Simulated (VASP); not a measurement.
Consider the following.

```
CELL_PARAMETERS angstrom
      4.50101     0.00000     0.00000
      0.00000     4.50101     0.00000
      0.00000     0.00000     3.00592
ATOMIC_POSITIONS crystal
  Mg 0.00000 0.00000 0.00000
  Mg 0.50000 0.50000 0.50000
  H  0.30430 0.30430 0.00000
  H  0.80430 0.19570 0.50000
  H  0.19570 0.80430 0.50000
  H  0.69570 0.69570 0.00000
```

All values below come from AM05 GGA, VASP's PBE PAW potentials (set 64) (plane waves; VASP). Run with 520 eV cut-off, 6×6×8 Γ-centred mesh, tetrahedra with Blöchl corrections, potentials Mg H.

The cores are frozen, which limits the accuracy of field gradients.

**Question.** Give the principal components of the electric field gradient (V/Å²) and the asymmetry η at each nucleus.

**Answer.** 
```tsv
atom	Vxx	Vyy	Vzz	η
Mg1	5.7	0.2	-5.9	0.92
Mg2	5.7	0.2	-5.9	0.92
H3	4.3	1.1	-5.4	0.60
H4	4.3	1.1	-5.4	0.60
H5	4.3	1.1	-5.4	0.60
H6	4.3	1.1	-5.4	0.60
```

The compound is MgH2 in the rutile structure. It was relaxed first.
